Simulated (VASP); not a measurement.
Consider the following.

```xyz
4
Lattice="3.4910 0.0000 0.0000 0.0000 3.4910 0.0000 0.0000 0.0000 3.4910" Properties=species:S:1:pos:R:3 pbc="T T T"
Al     0.0000     0.0000     0.0000
Ni     0.0000     1.7455     1.7455
Ni     1.7455     0.0000     1.7455
Ni     1.7455     1.7455     0.0000
```
Starting moments (μB, in the order of the record's atoms Al Ni Ni Ni): 0.0 0.3 0.3 0.3.

Computed with r2SCAN meta-GGA, VASP's PBE PAW potentials (set 64) (plane waves; VASP). Settings: 520 eV cut-off, 9×9×9 Γ-centred mesh, first-order Methfessel-Paxton smearing of 0.10 eV, potentials Al Ni.

**Question.** Estimate the cell moment, energy per atom (σ→0), pressure, band gap (on the k-mesh) with the smallest direct gap where there is one.

**Answer.** 
* **band gap (on the k-mesh)**: none (metal, semimetal or under 0.01 eV)
* **cell moment**: 0.91 μB
* **energy per atom (σ→0)**: -11.069 eV/atom
* **pressure**: 6.64 GPa

**Question.** Give the moment on each site (PAW-sphere projection).

**Answer.** 
```csv
site,moment (μB)
Al1,-0.01
Ni2,0.33
Ni3,0.33
Ni4,0.33
```

The absolute energy has meaning only against runs of the same code, potentials and settings.

The compound is Ni3Al in the L1_2 structure. This cell is one point of a volume scan, at 0.97 of the reference volume.
